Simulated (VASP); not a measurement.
```yaml
crystal:
  lattice:
    - [0.00000, 2.17507, 2.17507]
    - [2.17507, 0.00000, 2.17507]
    - [2.17507, 2.17507, 0.00000]
  atoms:
    - { symbol: Al, position: [0.00000, 0.00000, 0.00000] }
    - { symbol: N, position: [0.25000, 0.25000, 0.25000] }
```

The numbers are results of HSEsol screened hybrid, VASP's PBE PAW potentials (set 64) (plane waves; VASP), not measurements. Run with 520 eV cut-off, 8×8×8 Γ-centred mesh, Gaussian smearing of 0.050 eV, potentials Al N.

Give the energy at these volumes per atom, relative to the lowest: 9.70, 10.02, 10.34, 10.66, 10.98 Å³.

25.5, 5.0, 0.0, 8.2, 27.9 meV/atom. A third-order Birch-Murnaghan fit gives B0 = 219 GPa and B0′ = 3.8.

The compound is AlN in the zinc blende structure, a metastable form; wurtzite is the usual one. It was relaxed first. The cell's shape comes from a PBE relaxation.
